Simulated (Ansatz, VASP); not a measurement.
# SnS2 (1T-SnS2 4 layers, AA): VASP beside Ansatz

Aim: how closely do two programs agree when they are given the same cell, functional and k mesh? The structure shown is the start of the Ansatz relaxation below; VASP solves that cell, so the two are compared at the walk's first step.

Calculated with Ansatz 0.2.0; plane waves, with VASP 6.6.1 beside it; single point at PBEsol with D3(BJ).

### Step 1. The starting structure

The cell holds 12 atoms: 8 S and 4 Sn. Cell: a = 3.700 Å, b = 3.700 Å, c = 63.561 Å, α = 90.0°, β = 90.0°, γ = 120.0°. Vacuum lies along c.

### Step 2. Ansatz: relaxation, PBEsol with D3(BJ)

Ansatz runs on its default PAW (the set named soft_2) files.

The two programs are compared at the cell with which this relaxation starts, whose forces are those of its first step.

input.yaml reads:

```yaml
crystal:
  lattice:
    - [3.7, 0.0, 0.0]
    - [-1.85, 3.204293994, 0.0]
    - [0.0, 0.0, 63.5606673732]
  atoms:
    - { symbol: S, position: [0.6666666667, 0.3333333333, 0.3720854575] }
    - { symbol: Sn, position: [0.0, 0.0, 0.3863644678] }
    - { symbol: S, position: [0.3333333333, 0.6666666667, 0.4006434781] }
    - { symbol: S, position: [0.6666666667, 0.3333333333, 0.447842479] }
    - { symbol: Sn, position: [0.0, 0.0, 0.4621214892] }
    - { symbol: S, position: [0.3333333333, 0.6666666667, 0.4764004995] }
    - { symbol: S, position: [0.6666666667, 0.3333333333, 0.5235995005] }
    - { symbol: Sn, position: [0.0, 0.0, 0.5378785108] }
    - { symbol: S, position: [0.3333333333, 0.6666666667, 0.552157521] }
    - { symbol: S, position: [0.6666666667, 0.3333333333, 0.5993565219] }
    - { symbol: Sn, position: [0.0, 0.0, 0.6136355322] }
    - { symbol: S, position: [0.3333333333, 0.6666666667, 0.6279145425] }
  periodic: [true, true, false]
kpoints:
  mp_grid: { grid: [12, 12, 1] }
hamiltonian:
  xc: pbesol
  dispersion: d3bj
scf:
  occupations: { method: fermi_dirac, width: 0.05 }
  convergence: { dr2_threshold: 1.0e-09 }
relax:
  f_tol: 0.004
  max_steps: 90
  cell: {}
output:
  write_potential: true
  write_density: true
  volumetric_format: npy
```

Run with:

```sh
ansatz run input.yaml --threads 4 --pin off --max-ram 12288MiB --backend cpu --events-out ev --progress --plain --runs-dir out
```

Numbers of over 12 decimals in the logs are rounded to 6 here.

Output:

```text
Warning: relax.cell: scf.convergence.dr2_threshold = 1e-9 eV is looser than the 1.74008205529e-10 eV advised for a relaxation that steers and ends on the stress (1e-10 eV for each atom of the cell: 12, times the square of relax.cell.stress_2d_tol = 0.05 N/m over 26.3 Å (the atoms' height at the walk's start and 5 Å past either face), 1.904e-2 GPa, over a crystal's default 0.05). What an SCF threshold leaves in a stress goes as its square root, and in the free energy as the threshold itself, and one threshold admits the most on a small cell: [figures from the program's tests cut] Set scf.convergence.dr2_threshold to 1.74008205529e-10 eV or tighter. [rest of the remark cut]
Engine: ansatz 0.2.0, aarch64-unknown-linux-gnu
Pseudopotentials: kind: paw
Pseudopotential: S, paw, valence charge 6, recommended cutoff 420 eV (normal), S.paw.azcp
Pseudopotential: Sn, paw, valence charge 14, recommended cutoff 420 eV (normal), Sn.paw.azcp
Functional definition: PBEsol
  exchange = pbesol_x
  correlation = pbesol_c
Crystal: 12 atoms, lattice volume = 753.568 Å³
Basis set: ecut = 420 eV, 14769 PW (Γ), exchange–correlation on 50×50×864 points (8 copies of the dense FFT grid, shifted against one another)
Bands: 64, of which v1, the nominal top of the filled ones, is band 52 counted from 1 (51 counted from 0)
Symmetry: 12 space group operations
Space group: P-3m1 (ITA 164), of the structure as read, at distance tolerance 9.1e-5 Å
k-points: 19 of 144
Non-local potential: S, projectors of the file, l = 0: 2, l = 1: 2, l = 2: 2
Non-local potential: Sn, projectors of the file, l = 0: 2, l = 1: 2, l = 2: 2, l = 3: 2
PAW form: soft (Blöchl's): semilocal exchange-correlation on the pseudo side does not see the compensation charge
PAW frozen core: S, regenerated for the run's functional, and the local potential with it (the file was generated under x = pbe(κ = 0.804, μ = 0.219515), c = pbe(β = 0.066725))
PAW frozen core: Sn, regenerated for the run's functional, and the local potential with it (the file was generated under x = pbe(κ = 0.804, μ = 0.219515), c = pbe(β = 0.066725))
PAW one-centre angular grid: S, 110 points (default); XC on 64 Gauss nodes
PAW one-centre angular grid: Sn, 590 points (default); XC on 64 Gauss nodes
Initial density: superposition of atomic densities (neutral atoms: chi_scale 0, normalization atom), corrected by the library's trained network
Initial wavefunctions: pseudopotential atomic-orbital guess
Functional: x = pbesol(κ = 0.804, μ = 0.123457), c = pbesol(β = 0.046)
SCF iter   1: F=—  HF=-30873.806271 eV  |F-HF|=—  |Δ(HF+E_count)|=         —  Δρ=3.15e-3  dr2=1.04e-1  ethr=1.77e-3  ⟨swp⟩=19.2  Hψ=10201  notcnv=0  defer=31
preconditioner: auto → Resta (q_TF=auto, 1.961 Å⁻¹)  ε∞=1.7  [insulator: Δε(μ)=0.956 eV  Ē_g=16.389 eV  σ=0.050 eV  W_gap=1.00  n_scr=44 (ndim 8)  ℏωp=13.8 eV  f_vac=0.687  D(μ)=0.00/eV (n_scr^D=0)  ε∞_Penn≈1.7  vacuum switching on, ρ_ref=1.9e-2 e/Å³]
SCF iter   2: F=—  HF=-30873.768999 eV  |F-HF|=—  |Δ(HF+E_count)|=   3.73e-2  Δρ=1.08e-3  dr2=8.53e-3  ethr=1.00e-4  ⟨swp⟩=3.5  Hψ=2914  notcnv=0  defer=112
SCF iter   3: F=—  HF=-30873.770299 eV  |F-HF|=—  |Δ(HF+E_count)|=   1.30e-3  Δρ=4.01e-4  dr2=4.53e-3  ethr=8.20e-6  ⟨swp⟩=3.3  Hψ=2793  notcnv=0  defer=112
SCF iter   4: F=—  HF=-30873.770026 eV  |F-HF|=—  |Δ(HF+E_count)|=   2.73e-4  Δρ=2.15e-4  dr2=6.87e-4  ethr=4.36e-6  ⟨swp⟩=3.2  Hψ=2139  notcnv=0  defer=112
SCF iter   5: F=—  HF=-30873.770183 eV  |F-HF|=—  |Δ(HF+E_count)|=   1.57e-4  Δρ=8.16e-5  dr2=5.18e-5  ethr=6.61e-7  ⟨swp⟩=3.4  Hψ=2159  notcnv=0  defer=112
SCF iter   6: F=—  HF=-30873.770263 eV  |F-HF|=—  |Δ(HF+E_count)|=   8.01e-5  Δρ=1.91e-5  dr2=3.36e-6  ethr=4.98e-8  ⟨swp⟩=3.6  Hψ=2871  notcnv=0  defer=112
SCF iter   7: F=—  HF=-30873.770482 eV  |F-HF|=—  |Δ(HF+E_count)|=   2.19e-4  Δρ=6.15e-6  dr2=7.26e-7  ethr=3.23e-9  ⟨swp⟩=3.2  Hψ=2710  notcnv=0  defer=112
SCF iter   8: F=—  HF=-30873.770482 eV  |F-HF|=—  |Δ(HF+E_count)|=   3.91e-7  Δρ=4.18e-6  dr2=1.03e-6  ethr=6.98e-10  ⟨swp⟩=4.1  Hψ=2982  notcnv=0  defer=112
SCF iter   9: F=—  HF=-30873.770482 eV  |F-HF|=—  |Δ(HF+E_count)|=   1.03e-7  Δρ=1.53e-6  dr2=5.27e-8  ethr=6.98e-10  ⟨swp⟩=2.5  Hψ=1566  notcnv=0  defer=112
SCF iter  10: F=—  HF=-30873.770482 eV  |F-HF|=—  |Δ(HF+E_count)|=   2.71e-8  Δρ=4.83e-7  dr2=1.77e-9  ethr=5.07e-11  ⟨swp⟩=3.0  Hψ=2643  notcnv=0  defer=112
[...]
basis re-selected at this cell: Δ(F+E_penalty+E_count) = +6.230e-5 eV, ΔP = +0.000 N/m vs the last step (what re-selecting the basis moved, of the pressure what is left beyond the Pulay correction that the steps carried, after the strain that the cell walked since its last selection, with what the two solves' SCF thresholds leave and, on support functions, any second-order correction that the steps lacked; it is no m [...]
WARN: The output density's exchange-correlation potential varies sharply where the density is thin. Do not read a vacuum level from v_tot or v_xc, or from such a field of the output density. On a cell that repeats whose density bears no net charge and no dipole along the vacuum's axis use v_es (v_loc + v_h of the components); under efield.dipole_correction with no amplitude use v_es + v_field, which holds any externa [...]
SCF converged after 5 iterations
Free energy (F): -30886.465969 eV
Harris-Foulkes:  -30886.465969 eV  (|F-HF|=5.82e-11)
Internal energy: -30886.465968 eV  (E = F + TS)
E sigma→0 (E₀):  -30886.465968 eV
Entropy (-TS):   -0.000001 eV (-0.000 meV/atom)
Fermi energy:    -5.800095 eV
--- Per-component energies (eV) ---
  E_band       = -1840.270165
  E_kinetic    = 1606.671082
  E_local      = -743692.733447  (includes V_loc(G=0)·N_el)
  E_nonlocal   = 116.974156
  E_hartree    = 371353.050223
  E_xc         = -2279.845728
  E_vxc        = -1080.715370  (∫ρ·V_xc dr)
  E_paw        = -20958.307349  (= ΣΔE_a)
  E_vpaw       = -1496.572302  (= ΣTr[D̂ρ^β])
  E_aug_tail   = 0.000010  (compensation charges beyond the density's cutoff)
  E_ewald      = 362969.368376
  E_disp       = -3.278244  (pairwise vdW)
  E_core_change = 1.634953  (= ΣΔE_core)
  E_smearing   = -0.000001  (= −TS)
  E_closure    = 0.000000  (closes the sum)
  Σ components = -30886.465969   (vs F -30886.465969, Δ=0.00e0)
--- Forces (eV/Å), atoms counted from 1 ---
  atom   1  S      0.00000000    -0.00000000     0.00071865
  atom   2  Sn     0.00000000     0.00000000    -0.00018961
  atom   3  S      0.00000000     0.00000000    -0.00118958
  atom   4  S      0.00000000    -0.00000000     0.00154876
  atom   5  Sn     0.00000000     0.00000000     0.00077151
  atom   6  S      0.00000000     0.00000000    -0.00014743
  atom   7  S      0.00000000    -0.00000000     0.00014743
  atom   8  Sn     0.00000000    -0.00000000    -0.00077151
  atom   9  S      0.00000000     0.00000000    -0.00154876
  atom  10  S     -0.00000000    -0.00000000     0.00118958
  atom  11  Sn     0.00000000    -0.00000000     0.00018961
  atom  12  S      0.00000000     0.00000000    -0.00071865
  max |Σ_I F_I| component: 1.85e-17 eV/Å
--- 2D stress c σ (N/m, compression-positive) ---
       -0.015676       0.000000      -0.000000
        0.000000      -0.015676      -0.000000
       -0.000000      -0.000000      -0.000000
  P = ½ c Tr σ = -0.0157 N/m
--- Band table (eV; the first three rows and the last of 19) ---
  k-point 0: bands = [... 48 lower, -6.7987, -6.7606, -6.7606, -6.5788, -4.5478, -4.1613, -3.7034, -3.3612, ... 8 higher]
  k-point 1: bands = [... 48 lower, -6.8196, -6.7280, -6.6805, -6.4800, -4.0878, -3.8636, -3.6040, -3.4307, ... 8 higher]
  k-point 2: bands = [... 48 lower, -6.8266, -6.7022, -6.6293, -6.4759, -3.9688, -3.8043, -3.6140, -3.4712, ... 8 higher]
  k-point 18: bands = [... 48 lower, -7.2362, -7.2362, -6.8583, -6.8583, -4.7597, -4.3682, -3.8743, -3.4734, ... 8 higher]
  the weakly bound empty levels are not read free of the cell's end (no_gap_told)
--- Relaxed structure (14 steps of the walk, 13 accepted, 2 SCFs on fresh bases) ---
  F+E_penalty+E_count = -30886.46596896 eV   max|allowed force component| = 1.549e-3 eV/Å   (the final SCF, on the basis selected at the relaxed cell)
  cell:  # Å, volume = 722.9696 Å³
    - [3.624102, 0.0, 0]
    - [-1.812051, 3.138565, 0]
    - [0, 0, 63.5606673732]
  atoms:
    - { symbol: S, position: [0.666667, 0.333333, 0.345124] }
    - { symbol: Sn, position: [-2.2875513358118858e-17, 0, 0.368373] }
    - { symbol: S, position: [0.333333, 0.666667, 0.391605] }
    - { symbol: S, position: [0.666667, 0.333333, 0.432884] }
    - { symbol: Sn, position: [-7.670888516851637e-18, 0, 0.456088] }
    - { symbol: S, position: [0.333333, 0.666667, 0.479291] }
    - { symbol: S, position: [0.666667, 0.333333, 0.520709] }
    - { symbol: Sn, position: [7.670888516851893e-18, 0, 0.543912] }
    - { symbol: S, position: [0.333333, 0.666667, 0.567116] }
    - { symbol: S, position: [0.666667, 0.333333, 0.608395] }
    - { symbol: Sn, position: [2.2875513358118833e-17, 0, 0.631627] }
    - { symbol: S, position: [0.333333, 0.666667, 0.654876] }
```

In the SCF lines HF is the Harris–Foulkes energy and dr2 the Hartree energy of the density residual, in eV; the loop may stop once dr2 is under the threshold and the program's other checks hold. Hψ counts applications of the Hamiltonian.

(Part 1 of 2 ends here.)

[Lines on the potential files, build, host, timing and source positions are cut from VASP's logs without a mark.]

[Logs are printed without paths, hosts, clocks, repeated set-up lines and the standing remarks that a program may print on its own settings, such as how far it seeks lower states.]

[Hosts, paths, dates, database ids (printed as entryN), source tags and the programs' standing remarks are cut or masked in the printed files.]
